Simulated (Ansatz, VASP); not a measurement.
**Be2ZnTe2Se in VASP and in Ansatz**

The input INCAR:

```
  PREC = Accurate
  ENCUT = 520
  EDIFF = 1E-7
  ISMEAR = 0
  SIGMA = 0.1
  LREAL = False
  LASPH = True
  NELM = 80
  ALGO = Normal
  ISIF = 2
  LWAVE = False
  LCHARG = False
  GGA = PE
  NBANDS = 26
```

Contents of KPOINTS:

```
regular mesh
0
Gamma
  4 4 4
```

File POSCAR:

```
Be2ZnTe2Se
1.0
    4.3539183800      0.0000000000      0.0000000000
    0.0000000000      4.3539183800      0.0000000000
    0.0000000000      0.0000000000      6.9760470600
Be Zn Te Se
2 1 2 1
Direct
    0.5000000000      0.0000000000      0.9946200300
    0.0000000000      0.5000000000      0.9946200300
    0.0000000000      0.0000000000      0.6973040100
    0.5000000000      0.5000000000      0.8287479900
    0.0000000000      0.0000000000      0.1643839900
    0.5000000000      0.5000000000      0.3203240000
```

Input for Ansatz:

```yaml
crystal:
  lattice:
    - [4.35391838, 0.0, 0.0]
    - [0.0, 4.35391838, 0.0]
    - [0.0, 0.0, 6.97604706]
  atoms:
    - { symbol: Be, position: [0.5, 0.0, 0.99462003] }
    - { symbol: Be, position: [0.0, 0.5, 0.99462003] }
    - { symbol: Zn, position: [0.0, 0.0, 0.69730401] }
    - { symbol: Te, position: [0.5, 0.5, 0.82874799] }
    - { symbol: Te, position: [0.0, 0.0, 0.16438399] }
    - { symbol: Se, position: [0.5, 0.5, 0.320324] }
basis:
  ecutwfc: 420
kpoints:
  mp_grid: { grid: [4, 4, 4] }
hamiltonian:
  xc: pbe
scf:
  occupations: { method: gaussian, width: 0.1 }
  lower_state_search: "off"
output:
  forces: true
  stress: true
  eigenvalues: true
```

Change from the starting cell: species swapped into the LaYMn2Si2 type (P4mm, No. 99).

Alike in both runs: task single point; functional PBE; k mesh 4 × 4 × 4; occupations gaussian, width 0.1 eV; no spin polarisation.

|  | VASP | Ansatz |
| --- | --- | --- |
| version | VASP 6.6.1 | Ansatz 0.2.0 |
| potentials or method | VASP PAW PBE potentials, release 64 (Be, Zn, Te, Se) | scalar-relativistic, plane waves, PAW |
| plane-wave cutoff (eV) | 520 | 420 |
| valence electrons in the cell | 34 | 64 |

|  | VASP | Ansatz | Ansatz less VASP |
| --- | --- | --- | --- |
| gap on the k mesh at the Fermi level (eV) | none | none | - |
| pressure (GPa) | 3.4 | 3.3 | -0.10 |
| largest component of the traceless stress (GPa) | 0.62 | 0.58 | -0.043 |
| rms of the force components (eV/Å) | 0.536 | 0.529 | -0.0064 |

Atom by atom the forces differ by 0.007 eV/Å (rms over components). A gap of «none» marks a metal or a gap that the smearing closes. With one functional, cell and mesh, what is left measures potentials, basis and numerics. The two sets of potentials don't hold the same shells in valence.

Caveats: the k mesh is coarse (spacing up to 0.36 Å⁻¹), so the values aren't converged; forces of over 1 eV/Å show positions far from the minimum, so gaps and moduli don't describe the material at rest. The runs have no spin-orbit coupling, so splittings on Te are missing.
